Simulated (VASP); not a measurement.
The system is TaN.

```
Ta N
1.0
     0.00000    2.17900    2.17900
     2.17900    0.00000    2.17900
     2.17900    2.17900    0.00000
Ta N
1 1
Direct
  0.50000 0.50000 0.50000
  0.00000 0.00000 0.00000
```

- Program: VASP 6.6.1
- Task: relaxation of cell and atoms
- Functional: PBE
- Potentials or basis: VASP PAW PBE potentials, release 64 (Ta_pv, N)
- Cutoff: 520 eV
- k mesh: 10 × 10 × 10
- Occupations: gaussian, width 0.1 eV
- Spin: no spin polarisation

At the start: pressure 15.4 GPa; volume 10.35 Å³/atom.

Q: Where does the relaxation end?

A: Over 4 steps the energy falls by 20.7 meV/atom and the volume is 10.79 Å³/atom (+4.3 %); space group Fm-3m (No. 225, to 0.05 Å).

Step by step:
```tsv
step	energy change (eV)	largest force (eV/Å)	pressure (GPa)	volume (Å³)
1	0.0000	0.0000	15.40	20.69
2	0.1589	0.0000	-26.32	23.82
3	-0.0413	0.0000	-0.49	21.62
4	-0.0413	0.0000	-0.06	21.59
```

Final structure:
```
CELL_PARAMETERS angstrom
0.00000 2.20999 2.20999
2.20999 0.00000 2.20999
2.20999 2.20999 0.00000
ATOMIC_POSITIONS crystal
Ta 0.50000 0.50000 0.50000
N 0.00000 0.00000 0.00000
```
